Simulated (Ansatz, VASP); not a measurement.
## Cross-check of C (Diamond) between VASP and Ansatz

Aim: how closely do two programs agree when they are given the same cell, functional and k mesh? The cell is taken from a series of runs on this material, whose earlier steps may have relaxed, scaled, displaced or heated it; both programs get it as it stands.

Calculated with Ansatz 0.2.0; plane waves, with VASP 6.6.1 beside it; single point at LDA.

### Step 1. The structure

Symmetry: Fd-3m, No. 227, cubic system. Conventional cell: a = 3.567 Å, b = 3.567 Å, c = 3.567 Å, α = 90.00°, β = 90.00°, γ = 90.00°. C has 4 C at 1.54 Å nearest.

### Step 2. VASP: single point, LDA

A single point gives forces, pressure and levels at one fixed geometry, so differences don't come from the geometry; what else differs is listed under the comparison.

Lines of VASP's logs that name or quote its potential files are left out, and so is its time.

Input file INCAR:

```
SYSTEM = C
PREC = Accurate
ENCUT = 520
EDIFF = 1E-06
NELM = 100
ISMEAR = 0
SIGMA = 0.01
LREAL = .FALSE.
ALGO = Normal
GGA = PW92
NBANDS = 10
LORBIT = 11
LWAVE = .FALSE.
LCHARG = .FALSE.
KPAR = 2
ISIF = 2
```

Input file POSCAR:

```
C
1.0
    0.0000000000      1.7833700000      1.7833700000
    1.7833700000      0.0000000000      1.7833700000
    1.7833700000      1.7833700000      0.0000000000
C
2
Direct
    0.7500000000      0.7500000000      0.7500000000
    0.5000000000      0.5000000000      0.5000000000
```

Input file KPOINTS:

```
Automatic mesh
0
Gamma
8 8 8
0 0 0
```

The projector-augmented-wave data sets are C (LDA family, release 64).

Launch:

```
$ mpirun -np 2 vasp_std
```

Numbers of over 12 decimals in the logs are rounded to 6 here.

Output:

```text
[banner, memory and clock lines left out]
running    2 mpi-ranks, on    1 nodes
 distrk:  each k-point on    1 cores,    2 groups
 distr:  one band on    1 cores,    1 groups

 POSCAR found type information on POSCAR C
 POSCAR found :  1 types and       2 ions
|                                                                             |
|               ----> ADVICE to this user running VASP <----                  |
|                                                                             |
|     You enforced a specific xc type in the INCAR file but a different       |
|     [... a line on the potential file left out ...]
|     I HOPE YOU KNOW WHAT YOU ARE DOING!                                     |
|                                                                             |

 LDA part: xc-table for (Slater(with rela. corr.)+PW92), standard interpolation
 POSCAR, INCAR and KPOINTS ok, starting setup
 FFT: planning ... GRIDC
 FFT: planning ... GRID_SOFT
 FFT: planning ... GRID
 WAVECAR not read
 entering main loop
       N       E                     dE             d eps       ncg     rms          rms(c)
DAV:   1    -0.372106509519E+01   -0.37211E+01   -0.50538E+03   612   0.778E+02
DAV:   2    -0.207313594916E+02   -0.17010E+02   -0.16637E+02   788   0.123E+02
DAV:   3    -0.210629409119E+02   -0.33158E+00   -0.33117E+00   684   0.134E+01
DAV:   4    -0.210636540423E+02   -0.71313E-03   -0.71309E-03   620   0.751E-01
DAV:   5    -0.210636552611E+02   -0.12189E-05   -0.12188E-05   674   0.294E-02    0.570E+00
DAV:   6    -0.204679448443E+02    0.59571E+00   -0.34026E-01   592   0.429E+00    0.331E+00
DAV:   7    -0.202597560530E+02    0.20819E+00   -0.40138E-01   624   0.467E+00    0.717E-01
DAV:   8    -0.202595109089E+02    0.24514E-03   -0.83984E-03   608   0.818E-01    0.256E-02
DAV:   9    -0.202595005559E+02    0.10353E-04   -0.31107E-05   642   0.472E-02    0.192E-02
DAV:  10    -0.202595021091E+02   -0.15532E-05   -0.17576E-06   598   0.118E-02    0.442E-03
DAV:  11    -0.202595020473E+02    0.61776E-07   -0.60053E-08   330   0.203E-03
   1 F= -.20259502E+02 E0= -.20259502E+02  d E =-.371052E-24
```

From OUTCAR (step 2):

```text
ion  position               nearest neighbor table
   1  0.750  0.750  0.750-   2 1.54   2 1.54   2 1.54   2 1.54
   2  0.500  0.500  0.500-   1 1.54   1 1.54   1 1.54   1 1.54

  LATTYP: Found a face centered cubic cell.
 ALAT       =     3.5667400000

 Subroutine GETGRP returns: Found 48 space group operations
 (whereof 24 operations were pure point group operations)

The static configuration has the point symmetry T_d .
 The point group associated with its full space group is O_h .

 Found     29 irreducible k-points:

   k-points           NKPTS =     29   k-points in BZ     NKDIM =     29   number of bands    NBANDS=     10

   dimension x,y,z NGX =    20 NGY =   20 NGZ =   20
   dimension x,y,z NGXF=    40 NGYF=   40 NGZF=   40

   ENCUT  =  520.0 eV  38.22 Ry    6.18 a.u.   4.69  4.69  4.69*2*pi/ulx,y,z

   NELECT =       8.0000    total number of electrons

 k-points in reciprocal lattice and weights: Automatic mesh
   0.00000000  0.00000000  0.00000000       0.002
   0.12500000  0.00000000  0.00000000       0.016
   0.25000000  0.00000000  0.00000000       0.016
   0.37500000  0.00000000  0.00000000       0.016
   0.50000000  0.00000000  0.00000000       0.008
   0.12500000  0.12500000  0.00000000       0.012
   0.25000000  0.12500000  0.00000000       0.047
   0.37500000  0.12500000  0.00000000       0.047
   0.50000000  0.12500000  0.00000000       0.047
[...]
-0.37500000  0.50000000  0.12500000       0.023
  -0.25000000  0.50000000  0.25000000       0.012

 average (electrostatic) potential at core
       1 -49.5150       2 -49.5150

 E-fermi :   9.7838

 k-point     1 :       0.0000    0.0000    0.0000
  band No.  band energies     occupation
      1     -11.5981      2.00000
      2       9.7160      2.00000
      3       9.7160      2.00000
      4       9.7160      2.00000
      5      15.2613      0.00000
      6      15.2613      0.00000
      7      15.2613      0.00000
      8      23.2745      0.00000
      9      28.7286      0.00000
    ...

 k-point     2 :       0.1250    0.0000    0.0000
  band No.  band energies     occupation
      1     -11.1662      2.00000
      2       7.3282      2.00000
      3       9.0657      2.00000
      4       9.0657      2.00000
      5      16.1146      0.00000
      6      16.1146      0.00000
      7      16.5605      0.00000
      8      23.5679      0.00000
      9      29.3568      0.00000
    ...

 k-point     3 :       0.2500    0.0000    0.0000
  band No.  band energies     occupation
      1      -9.8834      2.00000
      2       3.1842      2.00000
      3       7.9769      2.00000
      4       7.9769      2.00000
      5      17.4433      0.00000
      6      17.4433      0.00000
      7      17.9116      0.00000
      8      24.3083      0.00000
      9      30.1185      0.00000
    ...

  Total       -0.8754206     -0.8754206     -0.8754206      0.0000000     -0.0000000      0.0000000
  in kB     -123.6439788   -123.6439788   -123.6439788      0.0000000     -0.0000000      0.0000000
  external PRESSURE =    -123.6439788 kB  Pullay stress =       0.0000000 kB

  energy-cutoff  :      520.00
  volume of cell :       11.34
      direct lattice vectors                 reciprocal lattice vectors
     0.000000000  1.783370000  1.783370000    -0.280368067  0.280368067  0.280368067
     1.783370000  0.000000000  1.783370000     0.280368067 -0.280368067  0.280368067
     1.783370000  1.783370000  0.000000000     0.280368067  0.280368067 -0.280368067

 POSITION                                       TOTAL-FORCE (eV/Angst)
 -----------------------------------------------------------------------------------
      2.67505      2.67505      2.67505         0.000000      0.000000      0.000000
      1.78337      1.78337      1.78337        -0.000000     -0.000000     -0.000000
 -----------------------------------------------------------------------------------
    total drift:                                0.000000     -0.000000      0.000000

  FREE ENERGIE OF THE ION-ELECTRON SYSTEM (eV)
  ---------------------------------------------------
  free  energy   TOTEN  =       -20.2595020473 eV

  energy  without entropy=      -20.2595020473  energy(sigma->0) =      -20.25950205

 total charge
# of ion       s       p       d       tot
------------------------------------------
    1        0.819   1.753   0.000   2.572
    2        0.819   1.753   0.000   2.572
--------------------------------------------------
tot          1.637   3.507   0.000   5.144

[... 3 further parts left out ...]
```

The run ends at a pressure of -12.36 GPa.

### Step 3. Ansatz: single point, LDA

Ansatz runs on its default PAW (the set named soft_2) files.

The same cell, functional (in two slightly different forms), mesh and smearing now go to Ansatz, which takes its cutoff from its data sets.

Input file input.yaml:

```yaml
crystal:
  lattice:
    - [0.0, 1.78337, 1.78337]
    - [1.78337, 0.0, 1.78337]
    - [1.78337, 1.78337, 0.0]
  atoms:
    - { symbol: C, position: [0.75, 0.75, 0.75] }
    - { symbol: C, position: [0.5, 0.5, 0.5] }
hamiltonian:
  xc: lda
  pseudopotentials: { kind: paw }
kpoints:
  mp_grid: { grid: [8, 8, 8] }
scf:
  occupations: { method: gaussian, width: 0.01 }
  n_extra_bands: 4
output:
  forces: true
  stress: true
  eigenvalues: true
```

Launch:

```
$ ansatz run input.yaml --threads 2 --pin off --max-ram 4608MiB --backend cpu --events-out ev --progress --plain --runs-dir out
```

Output:

```text
scf.n_extra_bands = 4 over 4 filled bands (N_el = 8.0): the run solves 8 bands
Engine: ansatz 0.2.0, aarch64-unknown-linux-gnu
Pseudopotentials: kind: paw
Pseudopotential: C, paw, valence charge 4, recommended cutoff 420 eV (normal), C.paw.azcp
Functional definition: SPW92
  exchange = slater_x
  correlation = pw_c
Crystal: 2 atoms, lattice volume = 11.344 Å³
Basis set: ecut = 420 eV, 229 PW (Γ)
Bands: 8, of which v1, the nominal top of the filled ones, is band 4 counted from 1 (3 counted from 0)
Symmetry: 48 space group operations
Space group: Fd-3m (ITA 227), of the structure as read, at distance tolerance 2.2e-5 Å
k-points: 29 of 512
Non-local potential: C, projectors of the file, l = 0: 2, l = 1: 2, l = 2: 1
PAW form: soft (Blöchl's): semilocal exchange-correlation on the pseudo side does not see the compensation charge
PAW frozen core: C, regenerated for the run's functional, and the local potential with it (the file was generated under x = pbe(κ = 0.804, μ = 0.219515), c = pbe(β = 0.066725))
PAW one-centre angular grid: C, 110 points (default); XC on 64 Gauss nodes
Initial density: superposition of atomic densities (neutral atoms: chi_scale 0, normalization atom), corrected by the library's trained network
Initial wavefunctions: pseudopotential atomic-orbital guess
Functional: x = slater, c = lda
SCF iter   1: F=—  HF=-485.971071 eV  |F-HF|=—  |Δ(HF+E_count)|=         —  Δρ=7.12e-3  dr2=1.98e-3  ethr=1.77e-3  ⟨swp⟩=4.9  Hψ=1511  notcnv=0
preconditioner: auto → none  [insulator: Δε(μ)=4.100 eV  Ē_g=19.481 eV  σ=0.010 eV  W_gap=1.00  n_scr=0 (ndim 8)  ℏωp=31.2 eV  f_vac=0.000  D(μ)=0.00/eV (n_scr^D=0)  ε∞_Penn≈3.6]
SCF iter   2: F=—  HF=-485.970626 eV  |F-HF|=—  |Δ(HF+E_count)|=   4.45e-4  Δρ=3.35e-3  dr2=4.39e-4  ethr=2.48e-5  ⟨swp⟩=1.5  Hψ=485  notcnv=0
SCF iter   3: F=—  HF=-485.970506 eV  |F-HF|=—  |Δ(HF+E_count)|=   1.20e-4  Δρ=9.90e-5  dr2=1.00e-6  ethr=5.49e-6  ⟨swp⟩=2.0  Hψ=342  notcnv=0
SCF iter   4: F=—  HF=-485.970505 eV  |F-HF|=—  |Δ(HF+E_count)|=   2.91e-7  Δρ=2.60e-5  dr2=4.58e-8  ethr=1.25e-8  ⟨swp⟩=2.6  Hψ=336  notcnv=0
iter 5 did not close the SCF: its close was put off for the readings that it lacked (scf_convergence_deferred on its scf_iter line)
SCF iter   5: F=-485.970505 eV  HF=-485.970505 eV  |F-HF|=7.30e-10  |Δ(HF+E_count)|=   8.74e-9  Δρ=3.66e-6  dr2=1.17e-9  ethr=5.72e-10  ⟨swp⟩=2.4  Hψ=340  notcnv=0
SCF iter   6: F=-485.970505 eV  HF=-485.970505 eV  |F-HF|=2.33e-12  |Δ(HF+E_count)|=  5.37e-10  Δρ=6.01e-7  dr2=1.03e-11  ethr=1.46e-11  ⟨swp⟩=1.0  Hψ=702  notcnv=0
SCF 1 converged in 6 iterations: F = -485.970505 eV  dr2 = 1.03e-11
  greatest PAW one-centre occupation: 0.635 electrons in one spin orbital (limit 2), on the C atom at site 1 (counted from 0), in its partial waves of l = 0
SCF converged after 6 iterations
Free energy (F): -485.970505 eV
Harris-Foulkes:  -485.970505 eV  (|F-HF|=2.33e-12)
Internal energy: -485.970505 eV  (E = F + TS)
E sigma→0 (E₀):  -485.970505 eV
Fermi energy:    15.114700 eV
--- Per-component energies (eV) ---
  E_band       = 33.226490
  E_kinetic    = 184.441083
  E_local      = -124.338859  (includes V_loc(G=0)·N_el)
  E_nonlocal   = 55.372443
  E_hartree    = 26.560485
  E_xc         = -96.666196
  E_vxc        = -120.324698  (∫ρ·V_xc dr)
  E_paw        = -183.503783  (= ΣΔE_a)
  E_vpaw       = -15.044457  (= ΣTr[D̂ρ^β])
  E_aug_tail   = 0.000021  (compensation charges beyond the density's cutoff)
  E_ewald      = -347.961363
  E_core_change = 0.125665  (= ΣΔE_core)
  E_smearing   = -0.000000  (= −TS)
  E_closure    = 0.000000  (closes the sum)
  Σ components = -485.970505   (vs F -485.970505, Δ=0.00e0)
--- Forces (eV/Å), atoms counted from 1 ---
  atom   1  C     -0.00000000     0.00000000    -0.00000000
  atom   2  C     -0.00000000     0.00000000    -0.00000000
  max |Σ_I F_I| component: 1.25e-16 eV/Å
--- Stress (GPa, compression-positive) ---
      -13.083434      -0.000000       0.000000
        0.000000     -13.083434       0.000000
       -0.000000       0.000000     -13.083434
  P = ⅓ Tr σ = -13.0834 GPa (-130.834 kbar)
--- Band table (eV; the first three rows and the last of 29) ---
  k-point 0: bands = ["-8.2651", "13.0625", "13.0625", "13.0625", "18.6017", "18.6017", "18.6017", "26.5600"]
  k-point 1: bands = ["-7.8334", "10.6695", "12.4102", "12.4102", "19.4551", "19.4551", "19.9006", "26.8574"]
  k-point 2: bands = ["-6.5509", "6.5226", "11.3165", "11.3165", "20.7859", "20.7859", "21.2435", "27.6114"]
  k-point 28: bands = ["1.2759", "1.2759", "4.6974", "4.6974", "23.5069", "23.5069", "25.3746", "25.3746"]
```

The run ends at a pressure of -13.08 GPa.

### Step 4. Comparison

Known differences besides the potentials themselves: the cutoff is 420 eV in Ansatz and 520 eV in VASP; VASP's log shows a relativistic correction to its local exchange, Ansatz's none. Total energies have different zeros and are not compared.

Compared:

```csv
quantity,Ansatz,VASP,difference
pressure (GPa),-13.08,-12.36,-0.72
pressure without Ansatz's Pulay correction (GPa),-14.42,-12.36,-2.06
gap on the k mesh (eV),4.104,4.105,-0.001
```

A gap on the mesh is an upper bound, since the band edges may lie between its points. Ansatz's pressure holds a Pulay correction of 1.34 GPa; VASP's holds none.

### Step 5. Other set-ups

Further runs change the set-up of one program: Ansatz's method, potentials or start, or VASP's data sets, cutoff or form of LDA. The table gives Ansatz less VASP for each quantity, since a change that brings one quantity closer may part another.

```csv
run,pressure (GPa),gap on the k mesh (eV),pressure without Ansatz's Pulay correction (GPa)
as above,-0.72,-6.4e-4,-2.1
"VASP with the data sets C_h, a cutoff of 1190 eV and GGA = CA, the Perdew-Zunger form of LDA",-0.90,0.0035,-2.2
```

### Step 6. Outcome

```json
{
  "difference in gap on the k mesh (single point, LDA)": "-6.4e-4 eV",
  "difference in pressure (single point, LDA)": "-0.72 GPa"
}
```

**Reading.** The difference in pressure is -0.72 GPa (single point, LDA), within the 1 GPa picked in this series as the mark of a large difference. Single point, LDA, VASP with the data sets C_h, a cutoff of 1190 eV and GGA = CA, the Perdew-Zunger form of LDA: the difference in pressure goes from -0.72 to -0.90 GPa; the difference in gap on the k mesh goes from -6.4e-4 to 0.0035 eV. How closely two codes agree says nothing of how well the functional describes the real material.

[Lines on the potential files, build, host, timing and source positions are cut from VASP's logs without a mark.]

[Logs are printed without paths, hosts, clocks, repeated set-up lines and the standing remarks that a program may print on its own settings, such as how far it seeks lower states.]

[Hosts, paths, dates, database ids (printed as entryN), source tags and the programs' standing remarks are cut or masked in the printed files.]
